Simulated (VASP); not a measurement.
Consider the following.

```
Ga
1.0
    2.20143    -3.79308     0.00000
    2.20143     3.79308     0.00000
    0.00000     0.00000     4.52477
Ga
4
Cartesian
  2.20143   2.61327   4.15209
  2.20143   1.17981   1.88970
  2.20143  -1.17981   2.63507
  2.20143  -2.61327   0.37269
```

All values below come from PBEsol GGA, VASP's PBE PAW potentials (set 64) (plane waves; VASP). Numerical set-up: 480 eV cut-off, 8×8×6 Γ-centred mesh, first-order Methfessel-Paxton smearing of 0.10 eV, potentials Ga_d.

Task: Estimate the energy per atom (σ→0), band gap (on the k-mesh) with the smallest direct gap where there is one.

Result: 
```yaml
band gap (on the k-mesh): none (metal, semimetal or under 0.01 eV)
energy per atom (σ→0): -3.348 eV/atom
```

Only differences to runs with the same potentials and settings are physical.

The compound is Ga in the alpha structure. It was relaxed first.
